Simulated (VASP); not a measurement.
An input for Ansatz (written as the equivalent of a VASP run, and not itself run):

Ansatz 0.2 input:
```yaml
crystal:
  lattice:
    - [2.9100000, 0.0000000, 0.0000000]
    - [0.0000000, 2.9100000, 0.0000000]
    - [0.0000000, 0.0000000, 2.9100000]
  atoms:
    - { symbol: Al, position: [0.5000000, 0.5000000, 0.5000000] }
    - { symbol: Fe, position: [0.0000000, 0.0000000, 0.0000000] }
kpoints:
  mp_grid: { grid: [11, 11, 11] }
hamiltonian:
  xc: pbe
  dispersion: d4
  pseudopotentials: { kind: paw }
scf:
  occupations: { method: methfessel_paxton, width: 0.1 }
  max_iter: 100
relax:
  max_steps: 60
  f_tol: 0.01
  cell: {}
output: { forces: true, stress: true, eigenvalues: true }
```

Task: Translate this input to VASP (INCAR, KPOINTS, POSCAR, choice of POTCAR).

Result: One answer among several that fit: 
KPOINTS:
```
Automatic mesh
0
Gamma
11 11 11
0 0 0
```

### INCAR
```
IVDW=13   ! D4
IBRION=2   ! conjugate gradients
NELM=100
GGA=PE   ! PBE
LCHARG=.FALSE.
ISIF=3   ! ions, shape and volume
EDIFFG=-0.01
ISMEAR=1   ! Methfessel-Paxton
NSW=60
LMAXMIX=4   ! l cut-off of mixed one-centre charges
SIGMA=0.1   ! width (eV)
SYSTEM=FeAl
EDIFF=1E-6   ! SCF stop (eV)
ALGO=Normal
LREAL=.FALSE.
ENCUT=520
LASPH=.TRUE.
PREC=Accurate
LWAVE=.FALSE.
```

### POSCAR
```
FeAl
1
    2.9100000000     0.0000000000     0.0000000000
    0.0000000000     2.9100000000     0.0000000000
    0.0000000000     0.0000000000     2.9100000000
Al Fe
1 1
Direct
  0.5000000000   0.5000000000   0.5000000000
  0.0000000000   0.0000000000   0.0000000000
```

POTCAR, in this order: Al Fe (PBE.64 set). Program: vasp_std.

The two are equivalent in intent, not identical: each code has its own PAW files, so the cut-off isn't converted (ENCUT is set for VASP's; basis.ecutwfc is left out, and Ansatz then takes the one that its files recommend); Ansatz stops its SCF on the density residual and VASP on the energy change (EDIFF).

The compound is FeAl in the CsCl type structure. This run relaxes it. Symmetry was kept, so distortions that lower it aren't found.
